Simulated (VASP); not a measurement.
These are r2SCAN meta-GGA, VASP's PBE PAW potentials (set 64) (plane waves; VASP 6.6.1) values and carry that method's errors.

VASP ran on this input.

### INCAR
```
SYSTEM = Tb2SeO2
PREC = Accurate
ENCUT = 600
EDIFF = 1E-7
NELM = 100
ALGO = Normal
LREAL = .FALSE.
LASPH = .TRUE.
ISMEAR = 0
SIGMA = 0.05
METAGGA = R2SCAN
LMIXTAU = .TRUE.
LMAXMIX = 6
LWAVE = .FALSE.
LCHARG = .FALSE.
ISIF = 2
```

**KPOINTS**
```
Automatic mesh
0
Gamma
6 6 4
0 0 0
```

POSCAR:
```
Tb2SeO2
1
    3.8487771358     0.0000000000     0.0000000000
   -1.9243885679     3.3331384804     0.0000000000
    0.0000000000     0.0000000000     6.8225301412
Tb Se O
2 1 2
Direct
  0.3333330000   0.6666670000   0.2909089692
  0.6666670000   0.3333330000   0.7090910308
  0.0000000000   0.0000000000   0.0000000000
  0.3333330000   0.6666670000   0.6253027997
  0.6666670000   0.3333330000   0.3746972003
```

POTCAR, in this order: Tb_3 Se O (PBE.64 set). Program: vasp_std.

Output

### OSZICAR
```
       N       E                     dE             d eps       ncg     rms          rms(c)
DAV:   1     0.194131849502E+03    0.19413E+03   -0.19711E+04  1056   0.177E+03
DAV:   2    -0.843122875302E+02   -0.27844E+03   -0.27091E+03  1198   0.450E+02
DAV:   3    -0.117411298194E+03   -0.33099E+02   -0.32599E+02  1338   0.116E+02
DAV:   4    -0.118282751053E+03   -0.87145E+00   -0.86978E+00  1314   0.196E+01
DAV:   5    -0.118300166210E+03   -0.17415E-01   -0.17411E-01  1368   0.261E+00    0.431E+01
DAV:   6    -0.109390317629E+03    0.89098E+01   -0.20565E+01  1260   0.317E+01    0.311E+01
DAV:   7    -0.105403796465E+03    0.39865E+01   -0.39324E+00  1200   0.153E+01    0.877E+00
DAV:   8    -0.108121908259E+03   -0.27181E+01   -0.21413E+00  1200   0.118E+01    0.316E+00
DAV:   9    -0.105552054481E+03    0.25699E+01   -0.84189E-01  1110   0.753E+00    0.965E-01
DAV:  10    -0.106087976113E+03   -0.53592E+00   -0.46376E-01  1080   0.616E+00    0.877E-01
DAV:  11    -0.106001369262E+03    0.86607E-01   -0.12680E-01  1110   0.353E+00    0.309E-01
DAV:  12    -0.106011156911E+03   -0.97876E-02   -0.38861E-03  1332   0.651E-01    0.979E-02
DAV:  13    -0.106014586106E+03   -0.34292E-02   -0.39976E-03  1230   0.491E-01    0.913E-02
DAV:  14    -0.106015297577E+03   -0.71147E-03   -0.19752E-03  1212   0.491E-01    0.774E-02
DAV:  15    -0.106014901241E+03    0.39634E-03   -0.43803E-04  1272   0.204E-01    0.369E-02
DAV:  16    -0.106015574782E+03   -0.67354E-03   -0.23703E-04  1176   0.161E-01    0.113E-02
DAV:  17    -0.106015658618E+03   -0.83836E-04   -0.71887E-05  1238   0.757E-02    0.117E-02
DAV:  18    -0.106015660872E+03   -0.22545E-05   -0.40174E-06  1332   0.197E-02    0.761E-03
DAV:  19    -0.106015660288E+03    0.58425E-06   -0.23209E-06  1260   0.159E-02    0.660E-03
DAV:  20    -0.106015661726E+03   -0.14380E-05   -0.16496E-06  1296   0.996E-03    0.199E-03
DAV:  21    -0.106015661606E+03    0.11996E-06   -0.18139E-07   878   0.513E-03    0.142E-03
DAV:  22    -0.106015661782E+03   -0.17617E-06   -0.18332E-07   874   0.396E-03    0.548E-04
DAV:  23    -0.106015661817E+03   -0.35018E-07   -0.73246E-08   828   0.273E-03
   1 F= -.10601566E+03 E0= -.10601566E+03  d E =-.147091E-11
```

**OUTCAR**
```
------------------------ aborting loop because EDIFF is reached ----------------------------------------
  FORCE on cell =-STRESS in cart. coord.  units (eV):
  Direction    XX          YY          ZZ          XY          YZ          ZX
  --------------------------------------------------------------------------------------
  Total       -0.0400812     -0.0400812     -0.0189800     -0.0000000      0.0000000     -0.0000000
  in kB       -0.7337198     -0.7337197     -0.3474441     -0.0000000      0.0000000     -0.0000000
  external PRESSURE =      -0.6049612 kB  Pullay stress =       0.0000000 kB
  volume of cell :       87.52
      direct lattice vectors                 reciprocal lattice vectors
     3.848777136  0.000000000  0.000000000     0.259822786  0.150008769  0.000000000
    -1.924388568  3.333138480  0.000000000     0.000000000  0.300017538  0.000000000
     0.000000000  0.000000000  6.822530141     0.000000000  0.000000000  0.146573189
 POSITION                                       TOTAL-FORCE (eV/Angst)
 -----------------------------------------------------------------------------------
     -0.00000      2.22209      1.98474         0.000000      0.000000     -0.002876
      1.92439      1.11105      4.83779         0.000000     -0.000000      0.002876
      0.00000      0.00000      0.00000         0.000000      0.000000      0.000000
     -0.00000      2.22209      4.26615         0.000000      0.000000     -0.010835
      1.92439      1.11105      2.55638        -0.000000      0.000000      0.010835
 -----------------------------------------------------------------------------------
    total drift:                                0.000000      0.000000      0.000000
  FREE ENERGIE OF THE ION-ELECTRON SYSTEM (eV)
  ---------------------------------------------------
  free  energy   TOTEN  =      -106.0156618175 eV

  energy  without entropy=     -106.0156618175  energy(sigma->0) =     -106.01566182
```
(Selected blocks of OUTCAR.)

File OUTCAR:
```
 val. band max:        3.3274798709   @ k =   0.0000   0.0000   0.5000

 cond. band min:       5.8374934311   @ k =   0.3333   0.3333   0.0000


 Fermi energy:         3.5477038944

 k-point     1 :       0.0000    0.0000    0.0000
  band No.  band energies     occupation
      1     -19.5711      2.00000
      2     -18.7516      2.00000
      3     -18.7515      2.00000
      4     -18.6693      2.00000
      5     -18.6693      2.00000
      6     -18.6676      2.00000
      7     -15.0643      2.00000
      8     -14.8666      2.00000
      9      -8.9298      2.00000
     10      -0.8778      2.00000
     11      -0.8777      2.00000
     12      -0.7310      2.00000
     13      -0.4703      2.00000
     14      -0.4208      2.00000
     15      -0.4207      2.00000
     16       2.3880      2.00000
     17       3.2222      2.00000
     18       3.2222      2.00000
     19       6.0754      0.00000
     20       7.5986      0.00000
     21       7.5986      0.00000
     22       8.3972      0.00000

 k-point     2 :       0.1667    0.0000    0.0000
  band No.  band energies     occupation
      1     -19.5898      2.00000
      2     -19.0261      2.00000
      3     -18.7932      2.00000
      4     -18.7828      2.00000
      5     -18.6866      2.00000
      6     -18.6489      2.00000
      7     -14.8267      2.00000
      8     -14.6543      2.00000
      9      -8.8605      2.00000
     10      -1.3543      2.00000
     11      -0.7698      2.00000
     12      -0.6898      2.00000
     13      -0.3672      2.00000
     14      -0.1169      2.00000
     15       0.2292      2.00000
     16       2.0711      2.00000
     17       2.2671      2.00000
     18       2.8982      2.00000
     19       6.6871      0.00000
     20       7.7169      0.00000
     21       8.1357      0.00000
     22       8.8547      0.00000

 k-point     3 :       0.3333    0.0000    0.0000
  band No.  band energies     occupation
      1     -19.6940      2.00000
...
```

The 4f electrons are frozen in the core of the lanthanide potential, so 4f levels, which can set the real gap, and their magnetism are missing.

The structure comes from a computed database's Tb2SeO2 entry (P-3m1); how it stands against other phases isn't given here. It was relaxed first.
